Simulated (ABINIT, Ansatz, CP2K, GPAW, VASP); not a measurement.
## Cd2S: 6 runs at one level of theory

```
Cd S
1.0
     3.96267    0.00000    0.00000
    -1.98134    3.43177    0.00000
     0.00000    0.00000    5.80919
Cd S
2 1
Direct
  0.32600 0.65881 0.93410
  0.68459 0.35091 0.57211
  0.31890 0.65703 0.35867
```

The cell comes from a database or a generator and needn't be the stable form of this composition.

Atoms were shifted at random by some hundredths of an Å from the given cell, which wasn't relaxed again for these runs.

Alike in all runs: task single point; functional PBEsol; k mesh 8 × 8 × 5; occupations fermi-dirac, width 0.05 eV; no spin polarisation; no spin-orbit coupling. Pressure is positive in compression and, in plane waves, holds the error of the finite cutoff, which Ansatz's Pulay term estimates and takes out.

```
                                                     program and potentials  plane-wave cutoff (eV)                                                                                                                               notes  pressure (GPa)  largest force (eV/Å)  energy over the undisturbed cell (meV/atom)
                                                         Ansatz, Ansatz PAW                     420  potentials made for PBE, which Ansatz adapts in part; 15.33 valence electrons an atom on average; Pulay term of +0.02 GPa included           -2.58                 0.512                                        10.34
                             Ansatz, all-electron LAPW, scalar-relativistic                       -                                                                                                                                   -           -2.57                 0.512                                            -
                          GPAW, PAW data sets generated for this functional                     600                                                                                             10 valence electrons an atom on average           -2.82                 0.512                                        10.41
                                                   ABINIT, JTH PAW PBE v2.0                     599                                                                    potentials made for PBE; 10 valence electrons an atom on average           -2.57                 0.511                                        10.56
                                          VASP, PBE PAW files Cd, S, 520 eV                     520                                                                    potentials made for PBE; 10 valence electrons an atom on average           -2.29                 0.525                                            -
CP2K, POTENTIAL_UZH Cd GTH-PBE-q12, S GTH-PBE-q6; TZVP-MOLOPT-PBE-GTH basis                       -                                                      atomic basis; potentials made for PBE; 10 valence electrons an atom on average           -2.04                 0.554                                        12.08
```

Force on atom 3 (S), eV/Å:

| program and potentials | x | y | z |
| --- | --- | --- | --- |
| Ansatz, Ansatz PAW | 0.319 | 0.300 | 0.266 |
| Ansatz, all-electron LAPW, scalar-relativistic | 0.319 | 0.300 | 0.265 |
| GPAW, PAW data sets generated for this functional | 0.320 | 0.300 | 0.265 |
| ABINIT, JTH PAW PBE v2.0 | 0.321 | 0.299 | 0.261 |
| VASP, PBE PAW files Cd, S, 520 eV | 0.328 | 0.309 | 0.269 |
| CP2K, POTENTIAL_UZH Cd GTH-PBE-q12, S GTH-PBE-q6; TZVP-MOLOPT-PBE-GTH basis | 0.346 | 0.327 | 0.283 |

The pressure spans -2.82 (GPAW, PAW data sets generated for this functional) to -2.04 GPa (CP2K, POTENTIAL_UZH Cd GTH-PBE-q12, S GTH-PBE-q6; TZVP-MOLOPT-PBE-GTH basis), with all-electron results at -2.57. Rows in atomic bases carry the error of their basis and grid, which can be large.

The functional is the same throughout but for its coding, so the spread measures potentials, basis and numerics; runs on potential files found faulty are left out.
